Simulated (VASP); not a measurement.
The input files of a VASP run:

**KPOINTS**
```
kpoints
0
G
 8 8 8
0 0 0
```

POSCAR:
```
ZnSe
1
    0.0000000000     2.9189433106     2.9189433106
    2.9189433106     0.0000000000     2.9189433106
    2.9189433106     2.9189433106     0.0000000000
Zn Se
1 1
Direct
  1.0000000000   0.0000000000   0.0000000000
  0.2500000000   0.2500000000   0.2500000000
```

### INCAR
```
# general
SYSTEM    =  ZnSe
PREC      =  Accurate
ENCUT     =  520
LREAL     =  .False.
LASPH     =  .True.

# electronic loop
EDIFF     =  1E-7
NELM      =  100
ALGO      =  Normal
LMAXMIX   =  4

# smearing
ISMEAR    =  0
SIGMA     =  0.05

# functional
GGA       =  BO
LUSE_VDW  =  .True.
AGGAC     =  0.0
PARAM1    =  0.1833333333
PARAM2    =  0.22

# ions
ISIF      =  2

# output
LWAVE     =  .False.
LCHARG    =  .False.
```

POTCAR, in this order: Zn Se (PBE.64 set). Program: vasp_std.

Task: Write an equivalent input for Quantum ESPRESSO's pw.x.

Result: One equivalent input (not run):
```
&CONTROL
  calculation = 'scf'
  pseudo_dir = './pseudo'
  outdir = './out'
  tprnfor = .true.
  tstress = .true.
/
&SYSTEM
  ibrav = 0
  nat = 2
  ntyp = 2
  ecutwfc = 86
  occupations = 'smearing'
  smearing = 'gaussian'
  degauss = 0.003675
  input_dft = 'vdw-df-obk8'
/
&ELECTRONS
  conv_thr = 7.3e-09
  electron_maxstep = 100
/
ATOMIC_SPECIES
  Zn 65.380 Zn.upf
  Se 78.971 Se.upf
CELL_PARAMETERS angstrom
     0.0000000    2.9189433    2.9189433
     2.9189433    0.0000000    2.9189433
     2.9189433    2.9189433    0.0000000
ATOMIC_POSITIONS crystal
  Zn   1.0000000  0.0000000  0.0000000
  Se   0.2500000  0.2500000  0.2500000
K_POINTS automatic
  8 8 8 0 0 0
```
What does not carry over: the potentials are each code's own (VASP's PAW set, PseudoDojo norm-conserving files in pw.x), so ENCUT and ecutwfc are chosen apart and not converted; conv_thr bounds pw.x's estimated SCF error, while EDIFF bounds the energy change between steps.

The compound is ZnSe in the zinc blende structure. This cell is one point of a volume scan, at 1.06 of the reference volume.
